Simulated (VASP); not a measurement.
# BeZn2Se3 (P-4m2) in VASP: notebook

One crystal, BeZn2Se3, is run at these levels: PBE; tasks: relaxation of cell and atoms.

Program: VASP 6.6.1. These are calculated values, not measurements. Logs are shortened: lines on timing, memory, paths and dates and some standing lists are left out, and cuts for length are marked.

## Step 1: The structure

It takes space group P-4m2 (No. 115, tetragonal). Conventional cell: a = 3.786 Å, b = 3.786 Å, c = 8.353 Å, α = 90.00°, β = 90.00°, γ = 90.00°. Be (site symmetry -4m2) is surrounded by 4 Se at 2.68 Å and 4 Zn at 2.89 Å. Zn (site symmetry 2mm) has 7 Se at 2.87 to 2.97 Å and 2 Be at 2.89 Å as nearest neighbours. Se (site symmetry 2mm) has 5 Zn at 2.87 to 2.97 Å as nearest neighbours. Se (site symmetry -4m2) is surrounded by 4 Be at 2.68 Å and 4 Zn at 2.89 Å.

The cell was built by a generator and needn't be a form met in nature.

## Step 2: Relaxation of cell and atoms, PBE

File INCAR:

```
SYSTEM = BeZn2Se3
ALGO     = Fast           ! electronic algorithm
EDIFF    = 1E-4           ! SCF threshold, eV
EDIFFG   = -0.08          ! ionic threshold
ENCUT    = 520            ! plane-wave cutoff, eV
GGA      = PE             ! functional
IBRION   = 2              ! ionic algorithm
ISIF     = 3              ! what is computed and relaxed
ISMEAR   = 0              ! smearing method
LASPH    = .TRUE.         ! aspherical terms in the spheres
LCHARG   = .FALSE.        ! write CHGCAR
LREAL    = .FALSE.        ! projectors in reciprocal space
LWAVE    = .FALSE.        ! write WAVECAR
NELM     = 60             ! most SCF steps
NSW      = 24             ! ionic steps
PREC     = Normal         ! precision mode
SIGMA    = 0.15           ! smearing width, eV
```

File KPOINTS:

```
k-points
0
G
  4 4 2
  0 0 0
```

File POSCAR:

```
BeZn2Se3
1.0
    3.7861355400      0.0000000000      0.0000000000
    0.0000000000      3.7861355400      0.0000000000
    0.0000000000      0.0000000000      8.3525759300
Be Zn Se
1 2 3
Direct
    0.5000000000      0.5000000000      0.0000000000
    0.5000000000      0.0000000000      0.7391930200
    0.0000000000      0.5000000000      0.2608069800
    0.5000000000      0.0000000000      0.3837740100
    0.0000000000      0.5000000000      0.6162259900
    0.0000000000      0.0000000000      0.0000000000
```

Potentials or basis: VASP PAW PBE potentials, release 64 (Be, Zn, Se).

Command:

```bash
> cat potpaw_PBE.64/Be/POTCAR potpaw_PBE.64/Zn/POTCAR potpaw_PBE.64/Se/POTCAR > POTCAR
> mpirun -np 1 vasp_std > vasp.out
```

OUTCAR:

```text
SYSTEM = BeZn2Se3
   EDIFF = 1E-4
   EDIFFG = -0.08
   ENCUT = 520
   GGA = PE
   IBRION = 2
   ISIF = 3
   ISMEAR = 0
   LASPH = .TRUE.
   LREAL = .FALSE.
   NELM = 60
   NSW = 24
   PREC = Normal

 ion  position               nearest neighbor table
   1  0.500  0.500  0.000-
   2  0.500  0.000  0.739-   5 2.87   5 2.87   5 2.87   5 2.87   6 2.89   6 2.89
   3  0.000  0.500  0.261-   4 2.87   4 2.87   4 2.87   4 2.87   6 2.89   6 2.89
   4  0.500  0.000  0.384-   3 2.87   3 2.87   3 2.87   3 2.87
   5  0.000  0.500  0.616-   2 2.87   2 2.87   2 2.87   2 2.87
   6  0.000  0.000  0.000-   2 2.89   3 2.89   3 2.89   2 2.89

  LATTYP: Found a simple tetragonal cell.
 ALAT       =     3.7861355400
 C/A-ratio  =     2.2060953291

  Lattice vectors:

 A1 = (   3.7861355400,   0.0000000000,   0.0000000000)
 A2 = (   0.0000000000,   3.7861355400,   0.0000000000)
 A3 = (   0.0000000000,   0.0000000000,   8.3525759300)

Analysis of symmetry for initial positions (statically):
=====================================================================
 Subroutine PRICEL returns:
 Original cell was already a primitive cell.

 Routine SETGRP: Setting up the symmetry group for a
 simple tetragonal supercell.

 Subroutine GETGRP returns: Found  8 space group operations
 (whereof  8 operations were pure point group operations)
 out of a pool of 16 trial point group operations.

The static configuration has the point symmetry D_2d.

Analysis of symmetry for dynamics (positions and initial velocities):
=====================================================================
 Subroutine PRICEL returns:
 Original cell was already a primitive cell.

 Routine SETGRP: Setting up the symmetry group for a
 simple tetragonal supercell.

 Subroutine GETGRP returns: Found  8 space group operations
 (whereof  8 operations were pure point group operations)
 out of a pool of 16 trial point group operations.

The dynamic configuration has the point symmetry D_2d.

 Subroutine INISYM returns: Found  8 space group operations
 (whereof  8 operations are pure point group operations),
 and found     1 'primitive' translations

----------------------------------------------------------------------------------------

                                     Primitive cell

  volume of cell :     119.7327

  direct lattice vectors                    reciprocal lattice vectors
     3.786135540  0.000000000  0.000000000     0.264121553  0.000000000  0.000000000
     0.000000000  3.786135540  0.000000000     0.000000000  0.264121553  0.000000000
     0.000000000  0.000000000  8.352575930     0.000000000  0.000000000  0.119723545

  length of vectors
     3.786135540  3.786135540  8.352575930     0.264121553  0.264121553  0.119723545

  position of ions in fractional coordinates (direct lattice)
     0.500000000  0.500000000  0.000000000
     0.500000000  0.000000000  0.739193020
     0.000000000  0.500000000  0.260806980
     0.500000000  0.000000000  0.383774010
     0.000000000  0.500000000  0.616225990
     0.000000000  0.000000000  0.000000000

  ion indices of the primitive-cell ions
   primitive index   ion index
                 1           1
                 2           2
                 3           3
                 4           4
                 5           5
                 6           6

----------------------------------------------------------------------------------------

 KPOINTS: k-points

Automatic generation of k-mesh.
 Grid dimensions read from file:
 generate k-points for:    4    4    2

 Generating k-lattice:

  Cartesian coordinates                     Fractional coordinates (reciprocal lattice)
     0.066030388  0.000000000  0.000000000     0.250000000  0.000000000  0.000000000
     0.000000000  0.066030388  0.000000000     0.000000000  0.250000000  0.000000000
     0.000000000  0.000000000  0.059861772     0.000000000  0.000000000  0.500000000

  Length of vectors
     0.066030388  0.066030388  0.059861772

  Shift w.r.t. Gamma in fractional coordinates (k-lattice)
     0.000000000  0.000000000  0.000000000

 Subroutine IBZKPT returns following result:
 ===========================================

 Found     12 irreducible k-points:

 Following reciprocal coordinates:
            Coordinates               Weight
  0.000000  0.000000  0.000000      1.000000
  0.250000  0.000000  0.000000      4.000000
  0.500000  0.000000  0.000000      2.000000
  0.250000  0.250000  0.000000      4.000000
  0.500000  0.250000  0.000000      4.000000
  0.500000  0.500000  0.000000      1.000000
  0.000000  0.000000  0.500000      1.000000
  0.250000  0.000000  0.500000      4.000000
  0.500000  0.000000  0.500000      2.000000
  0.250000  0.250000  0.500000      4.000000
  0.500000  0.250000  0.500000      4.000000
  0.500000  0.500000  0.500000      1.000000
   k-points           NKPTS =     12   k-points in BZ     NKDIM =     12   number of bands    NBANDS=     26
   number of dos      NEDOS =    301   number of ions     NIONS =      6
   total plane-waves  NPLWV =  27648
   dimension x,y,z NGX =    24 NGY =   24 NGZ =   48
   dimension x,y,z NGXF=    48 NGYF=   48 NGZF=   96
   ions per type =               1   2   3
   NGX,Y,Z   is equivalent  to a cutoff of  10.54, 10.54,  9.55 a.u.
   NGXF,Y,Z  is equivalent  to a cutoff of  21.08, 21.08, 19.11 a.u.
 SYSTEM =  BeZn2Se3
   PREC   = normal    normal or accurate (medium, high low for compatibility)
   ISTART =      0    job   : 0-new  1-cont  2-samecut
   ICHARG =      2    charge: 1-file 2-atom 10-const
   ISPIN  =      1    spin polarized calculation?
   LNONCOLLINEAR =      F non collinear calculations
   LSORBIT =      F    spin-orbit coupling
   LASPH  =      T    aspherical Exc in radial PAW
   ENCUT  =  520.0 eV  38.22 Ry    6.18 a.u.   7.04  7.04 15.53*2*pi/ulx,y,z
   NELM   =     60;   NELMIN=  2; NELMDL= -5     # of ELM steps
   EDIFF  = 0.1E-03   stopping-criterion for ELM
   LREAL  =      F    real-space projection
   EDIFFG = -.8E-01   stopping-criterion for IOM
   NSW    =     24    number of steps for IOM
   IBRION =      2    ionic relax: 0-MD 1-quasi-New 2-CG
   NFREE  =      1    steps in history (QN), initial steepest desc. (CG)
   ISIF   =      3    stress and relaxation
   ISYM   =      2    0-nonsym 1-usesym 2-fastsym
   POTIM  = 0.5000    time-step for ionic-motion
   TEBEG  =    0.0;   TEEND  =   0.0 temperature during run
   PSTRESS=    0.0 pullay stress
   NELECT =      44.0000    total number of electrons
   NUPDOWN=      -1.0000    fix difference up-down
   EMIN   =  10.00;   EMAX   =-10.00  energy-range for DOS
   EFERMI =   0.00;   METHOD = LEGACY
   ISMEAR =     0;   SIGMA  =   0.15  broadening in eV -4-tet -1-fermi 0-gaus
   EFERMI_NEDOS =   21; number of points for ismear=-14 and -15
   IALGO  =     68    algorithm
   IMIX   =      4    mixing-type and parameters
     AMIX     =   0.40;   BMIX     =  1.00
     AMIX_MAG =   1.60;   BMIX_MAG =  1.00
  volume/ion in A,a.u.               =      19.96       134.67
  Fermi-wavevector in a.u.,A,eV,Ry     =   1.172613  2.215918 18.708309  1.375022
  Thomas-Fermi vector in A             =   2.309039
   LORBIT       =      0    0 simple, 1 ext, 2 COOP (PROOUT), +10 PAW based schemes
   GGA     = PE    functional components
   LHFCALC =     F    Hartree Fock is set to
   AEXX    =    0.0000 exact exchange contribution
   IVDW    =     0    specifies the selected vdW correction
   LEPSILON=     F    determine dielectric tensor
   LRPA    =     F    only Hartree local field effects (RPA)
 conjugate gradient relaxation of ions
 non-spin polarized calculation
 RMM-DIIS sequential band-by-band and
 Gauss-broadening in eV      SIGMA  =   0.15
  energy-cutoff  :      520.00
  volume of cell :      119.73
 maximum number of plane-waves:      3240
   NGX = 15   NGY = 15   NGZ = 31

--------------------------------------- Ionic step        1  -------------------------------------------

 number of electron      44.0000082 magnetization

 Free energy of the ion-electron system (eV)
  ---------------------------------------------------
  ext. energy  EPLUGINS =         0.00000000
  ---------------------------------------------------
  free energy    TOTEN  =       -15.13731590 eV

  energy without entropy =      -15.08247640  energy(sigma->0) =      -15.10989615

------------------------ aborting loop because EDIFF is reached ----------------------------------------

  FORCE on cell =-STRESS in cart. coord.  units (eV):
  Direction    XX          YY          ZZ          XY          YZ          ZX
  --------------------------------------------------------------------------------------
  -------------------------------------------------------------------------------------
  Total       -5.9148486     -5.9148486     -1.6639506      0.0000000      0.0000000      0.0000000
  in kB      -79.1482779    -79.1482779    -22.2657974      0.0000000      0.0000000      0.0000000
  external PRESSURE =     -60.1874511 kB  Pullay stress =       0.0000000 kB
[... 101 lines left out ...]
  FREE ENERGIE OF THE ION-ELECTRON SYSTEM (eV)
  ---------------------------------------------------
  free  energy   TOTEN  =       -15.5741403274 eV

  energy  without entropy=      -15.5211093630  energy(sigma->0) =      -15.54762485

 E-fermi :   4.2382     XC(G=0): -10.3103

 val. band max:        4.0451946702   @ k =   0.2500   0.0000   0.5000
 cond. band min:       4.4274761563   @ k =   0.5000   0.2500   0.5000
 fundamental gap:      0.3822814862
 Fermi energy:         4.2381989732

 k-point     1 :       0.0000    0.0000    0.0000
  band No.  band energies     occupation
      1     -10.6035      2.00000
      2      -9.9882      2.00000
      3      -9.6709      2.00000
      4      -3.2249      2.00000
      5      -3.2145      2.00000
      6      -3.2137      2.00000
[... 337 lines left out ...]
     25       3.5148      2.00000
     26       6.1680      0.00000

[... ionic steps 4 to 9 ...]

--------------------------------------- Ionic step       10  -------------------------------------------

 number of electron      44.0000180 magnetization

------------------------ aborting loop because EDIFF is reached ----------------------------------------

  FORCE on cell =-STRESS in cart. coord.  units (eV):
  Direction    XX          YY          ZZ          XY          YZ          ZX
  --------------------------------------------------------------------------------------
  -------------------------------------------------------------------------------------
  Total        1.0851410      1.0851410      0.2573243      0.0000000      0.0000000      0.0000000
  in kB       13.1501795     13.1501795      3.1183601      0.0000000      0.0000000      0.0000000
  external PRESSURE =       9.8062397 kB  Pullay stress =       0.0000000 kB
[... 65 lines left out ...]
  energy  without entropy=      -16.7181105241  energy(sigma->0) =      -16.72692760

--------------------------------------- Ionic step       12  -------------------------------------------

 number of electron      44.0000094 magnetization

 Free energy of the ion-electron system (eV)
  ---------------------------------------------------
  ext. energy  EPLUGINS =         0.00000000
  ---------------------------------------------------
  free energy    TOTEN  =       -16.73568958 eV

  energy without entropy =      -16.71775706  energy(sigma->0) =      -16.72672332

 E-fermi :   2.1888     XC(G=0):  -8.8273

 val. band max:        1.9026156137   @ k =   0.5000   0.0000   0.5000
 cond. band min:       2.2573144037   @ k =   0.5000   0.0000   0.0000
 fundamental gap:      0.3546987900
 Fermi energy:         2.1887902711

 k-point     1 :       0.0000    0.0000    0.0000
  band No.  band energies     occupation
      1     -12.0388      2.00000
      2     -11.9481      2.00000
      3     -11.2672      2.00000
      4      -5.5031      2.00000
      5      -5.5022      2.00000
      6      -5.3687      2.00000
[... 370 lines left out ...]
  FREE ENERGIE OF THE ION-ELECTRON SYSTEM (eV)
  ---------------------------------------------------
  free  energy   TOTEN  =       -16.7356895759 eV

  energy  without entropy=      -16.7177570615  energy(sigma->0) =      -16.72672332

 reached required accuracy - stopping structural energy minimisation
```

Run time: 3.1 min. Hardware: 1 thread of Intel Xeon Platinum 8175M at 2.50GHz (Skylake/Cascade Lake), shared host; peak memory 0.19 GiB.

What came out:

```
Free energy                            : -16.7357 eV
Relaxed volume                         : 23.68 Å³/atom
Relaxed cell                           : a = 3.488 Å, b = 3.488 Å, c = 11.678 Å, α = 90.00°, β = 90.00°, γ = 90.00°
Space group after relaxing (to 0.05 Å) : P-4m2 (No. 115)
Energy gained by relaxing              : 266.4 meV/atom
Ionic steps                            : 12
Pressure after relaxing                : -0.2 GPa
Largest force after relaxing           : 0.078 eV/Å
Band gap on the k mesh                 : none (metal or under the smearing width)
```

Forces on the atoms (eV/Å):
```
Be   0.000  0.000  0.000
Zn   0.000  0.000  0.004
Zn   0.000  0.000 -0.004
Se   0.000  0.000  0.078
Se   0.000  0.000 -0.078
Se   0.000  0.000  0.000
```

Step by step:
| step | energy change (eV) | largest force (eV/Å) | pressure (GPa) | volume (Å³) |
| --- | --- | --- | --- | --- |
| 1 | 0.0000 | 0.7066 | -6.02 | 119.73 |
| 2 | -0.4272 | 0.5893 | 0.00 | 107.16 |
| 3 | -0.4368 | 0.5993 | 2.31 | 103.73 |
| 4 | -0.6361 | 0.6575 | 3.12 | 104.27 |
| 5 | -0.9186 | 0.5440 | 5.12 | 104.92 |
| 6 | -0.9276 | 0.3553 | 12.93 | 105.36 |
| 7 | -1.0737 | 0.1283 | 7.90 | 105.28 |
| 8 | -1.1975 | 0.0771 | 7.19 | 107.87 |
| 9 | -1.4381 | 0.0516 | 3.93 | 115.79 |
| 10 | -1.5881 | 0.0654 | 0.98 | 132.21 |
| 11 | -1.5984 | 0.0621 | 1.14 | 135.46 |
| 12 | -1.5984 | 0.0778 | -0.21 | 142.06 |

Final structure:
```
Be Zn Se
1.0
     3.48773    0.00000    0.00000
     0.00000    3.48773    0.00000
     0.00000    0.00000   11.67842
Be Zn Se
1 2 3
Cartesian
  1.7439 1.7439 0.0000
  1.7439 3.4877 8.1184
  0.0000 1.7439 3.5600
  1.7439 0.0000 3.9050
  0.0000 1.7439 7.7734
  0.0000 0.0000 0.0000
```

Levels at points of the mesh, in eV from the Fermi level:
| k point | band 19 | band 20 | band 21 | band 22 | band 23 | band 24 | band 25 | band 26 |
| --- | --- | --- | --- | --- | --- | --- | --- | --- |
| (0.00, 0.00, 0.00) | -1.81 | -1.81 | -1.77 | -1.77 | 0.12 | 0.69 | 1.19 | 4.57 |
| (0.50, 0.00, 0.00) | -1.52 | -0.29 | 0.07 | 0.08 | 0.69 | 2.24 | 3.43 | 3.63 |
| (0.50, 0.50, 0.00) | -5.03 | -1.91 | -1.91 | -1.07 | -1.07 | -0.91 | -0.85 | 2.98 |
| (0.00, 0.00, 0.50) | -1.88 | -1.88 | -1.73 | -1.73 | 0.43 | 0.60 | 1.14 | 4.62 |
| (0.50, 0.00, 0.50) | -1.34 | -0.29 | 0.07 | 0.08 | 0.91 | 2.02 | 2.67 | 3.43 |
| (0.50, 0.50, 0.50) | -5.01 | -1.88 | -1.88 | -1.10 | -1.10 | -0.92 | -0.85 | 2.92 |

Caveat: the k mesh is coarse (spacing up to 0.41 Å⁻¹), so the values aren't converged; the volume moved by over 15 % at a fixed basis, so the end points are rough; the relaxation stopped at a loose force limit of 0.08 eV/Å, so its end isn't a converged minimum.

## Step 3: Relaxation of cell and atoms, PBE

This run uses another cell than the first one, of 20.75 Å³/atom, 1.040 times its volume.

INCAR is that of step 2.

File KPOINTS:

```
k-points
0
G
  4 4 4
  0 0 0
```

File POSCAR:

```
BeZn2Se3
1.0
   -2.7747512100      2.7747512100      4.0423234700
    2.7747512100     -2.7747512100      4.0423234700
    2.7747512100      2.7747512100     -4.0423234700
Be Zn Se
1 2 3
Direct
    0.0000000000      0.0000000000      0.0000000000
    0.7500000000      0.2500000000      0.5000000000
    0.2500000000      0.7500000000      0.5000000000
    0.5000000000      0.0000000000      0.5000000000
    0.0000000000      0.5000000000      0.5000000000
    0.5000000000      0.5000000000      0.0000000000
```

Potentials or basis: VASP PAW PBE potentials, release 64 (Be, Zn, Se).

Command:

```bash
> cat potpaw_PBE.64/Be/POTCAR potpaw_PBE.64/Zn/POTCAR potpaw_PBE.64/Se/POTCAR > POTCAR
> mpirun -np 1 vasp_std > vasp.out
```

Wall time 2.6 min (1 thread of Intel Xeon Platinum 8175M at 2.50GHz (Skylake/Cascade Lake), shared host); peak memory 0.21 GiB.

Results (log left out):

| Property | Result |
| --- | --- |
| Free energy | -14.3752 eV |
| Relaxed volume | 23.01 Å³/atom |
| Relaxed cell | a = 6.418 Å, b = 6.418 Å, c = 6.418 Å, α = 133.18°, β = 133.18°, γ = 68.38° |
| Space group after relaxing (to 0.05 Å) | I4/mmm (No. 139) |
| Energy gained by relaxing | 867.4 meV/atom |
| Ionic steps | 9 |
| Pressure after relaxing | 0.2 GPa |
| Band gap on the k mesh | none (metal or under the smearing width) |

Stress tensor (GPa, compression positive):
```
0.14 0.00 0.00
0.00 0.14 0.00
0.00 0.00 0.38
```

Step by step:
```csv
step,energy change (eV),largest force (eV/Å),pressure (GPa),volume (Å³)
1,0.0000,0.0000,22.02,124.49
2,-4.3993,0.0000,-5.25,177.01
3,-4.6634,0.0000,-2.57,157.58
4,-4.6940,0.0000,-3.68,163.62
5,-4.6972,0.0000,-3.34,162.24
6,-5.0410,0.0000,-2.19,151.26
7,-5.2070,0.0000,0.27,139.74
8,-5.2071,0.0000,0.12,139.19
9,-5.2041,0.0000,0.22,138.09
```

Final structure:
```xyz
6
Lattice="-2.5500 2.5500 5.3089 2.5500 -2.5500 5.3089 2.5500 2.5500 -5.3089" Properties=species:S:1:pos:R:3 pbc="T T T"
Be    0.0000    0.0000    0.0000
Zn    0.0000    2.5500    2.6545
Zn    2.5500    0.0000    2.6545
Se    0.0000    2.5500    0.0000
Se    2.5500    0.0000    0.0000
Se    0.0000    0.0000    5.3089
```

Levels at points of the mesh, in eV from the Fermi level:
```csv
k point,band 18,band 19,band 20,band 21,band 22,band 23,band 24,band 25,band 26
"(0.00, 0.00, 0.00)",-3.77,-3.75,-3.75,-0.96,-0.84,0.97,0.97,2.79,4.82
"(0.50, 0.00, 0.00)",-4.74,-2.03,-1.68,-1.49,-0.79,-0.67,1.37,2.86,3.06
"(0.50, 0.50, 0.00)",-2.44,-1.97,-1.81,-1.62,-1.57,-1.20,-0.36,0.80,2.30
"(0.50, 0.50, 0.50)",-3.67,-3.52,-1.08,-1.04,-0.22,0.73,2.50,2.50,3.07
```

Caveat: the k mesh is coarse (spacing up to 0.40 Å⁻¹), so the values aren't converged; the relaxation stopped at a loose force limit of 0.08 eV/Å, so its end isn't a converged minimum.
